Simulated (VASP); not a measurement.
A convergence study with VASP on CdSe (zinc blende): one setting is varied, all else stays as given below, so the limit is that of these other settings. Each run relaxes cell and ions from the cell shown. The basis is that of the starting cell, so low cut-offs carry a Pulay error.

```
CELL_PARAMETERS angstrom
      0.00000     3.02500     3.02500
      3.02500     0.00000     3.02500
      3.02500     3.02500     0.00000
ATOMIC_POSITIONS crystal
  Cd 0.00000 0.00000 0.00000
  Se 0.25000 0.25000 0.25000
```

Calculation: PBEsol GGA, VASP's PBE PAW potentials (set 64) (plane waves; VASP). The tightest run used: 700 eV cut-off, 7×7×7 Γ-centred mesh, Gaussian smearing of 0.050 eV, potentials Cd Se.

Gaps are read on the run's mesh, which can miss a band edge.

| setting | relaxed volume (Å³/atom) | E (eV/atom) | gap on the mesh (eV) | plane waves |
|---|---|---|---|---|
| ENCUT = 200 | 22.911 | -3.4294 | 0.875 | 363 |
| ENCUT = 250 | 26.693 | -3.0858 | 0.585 | 531 |
| ENCUT = 300 | 28.266 | -3.0870 | 0.466 | 663 |
| ENCUT = 350 | 28.114 | -3.0857 | 0.479 | 869 |
| ENCUT = 400 | 28.089 | -3.0859 | 0.483 | 1014 |

Question: These are the cheaper rows. Estimate the results at ENCUT = 700, and how far the last row shown lies from them.

Answer: 
```tsv
quantity	tightest run	last row shown is off by
relaxed volume (Å³/atom)	28.290	-0.201
E (eV/atom)	-3.0882	0.0023
gap on the mesh (eV)	0.471	0.012
```

Left out are rungs that failed or repeat a setting and relaxations that didn't move; long series are thinned to 24 rows.

The compound is CdSe in the zinc blende structure, whereas wurtzite is the usual form.
